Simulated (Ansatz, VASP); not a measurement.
**Two plane-wave programs on CsB**

File INCAR:

```
SYSTEM = CsB
ALGO = Normal
EDIFF = 1E-7
ENCUT = 520
GGA = PE
ISIF = 2
ISMEAR = 0
LASPH = .TRUE.
LCHARG = .FALSE.
LREAL = .FALSE.
LWAVE = .FALSE.
NBANDS = 13
NELM = 100
PREC = Accurate
SIGMA = 0.1
```

Contents of KPOINTS:

```
k-points
0
G
  6 6 4
  0 0 0
```

Contents of POSCAR:

```
CsB
1.0
    5.1457235800      0.0000000000      0.0000000000
   -2.5728617900      4.4563273400      0.0000000000
    0.0000000000      0.0000000000      5.6602959400
Cs B
1 1
Direct
    0.3333333300      0.6666666700      0.5000000000
    0.0000000000      0.0000000000      0.0000000000
```

Input for Ansatz:

```yaml
crystal:
  lattice:
    - [5.14572358, 0.0, 0.0]
    - [-2.57286179, 4.45632734, 0.0]
    - [0.0, 0.0, 5.66029594]
  atoms:
    - { symbol: Cs, position: [0.33333333, 0.66666667, 0.5] }
    - { symbol: B, position: [0.0, 0.0, 0.0] }
basis:
  ecutwfc: 420
kpoints:
  mp_grid: { grid: [6, 6, 4] }
hamiltonian:
  xc: pbe
scf:
  occupations: { method: gaussian, width: 0.1 }
  lower_state_search: "off"
output:
  forces: true
  stress: true
  eigenvalues: true
```

Alike in both runs: task single point; functional PBE; k mesh 6 × 6 × 4; occupations gaussian, width 0.1 eV; no spin polarisation.

|  | VASP | Ansatz |
| --- | --- | --- |
| version | VASP 6.6.1 | Ansatz 0.2.0 |
| potentials or method | VASP PAW PBE potentials, release 64 (Cs_sv, B) | scalar-relativistic, plane waves, PAW |
| plane-wave cutoff (eV) | 520 | 420 |
| valence electrons in the cell | 12 | 12 |

|  | VASP | Ansatz | Ansatz less VASP |
| --- | --- | --- | --- |
| gap on the k mesh at the Fermi level (eV) | none | none | - |
| pressure (GPa) | -1.7 | -1.7 | 0.00 |
| largest component of the traceless stress (GPa) | 0.80 | 0.80 | 0.000 |

A gap of «none» marks a metal or a gap that the smearing closes. With one functional, cell and mesh, what is left measures potentials, basis and numerics.

Spin-orbit coupling is left out, which matters for the levels of Cs.
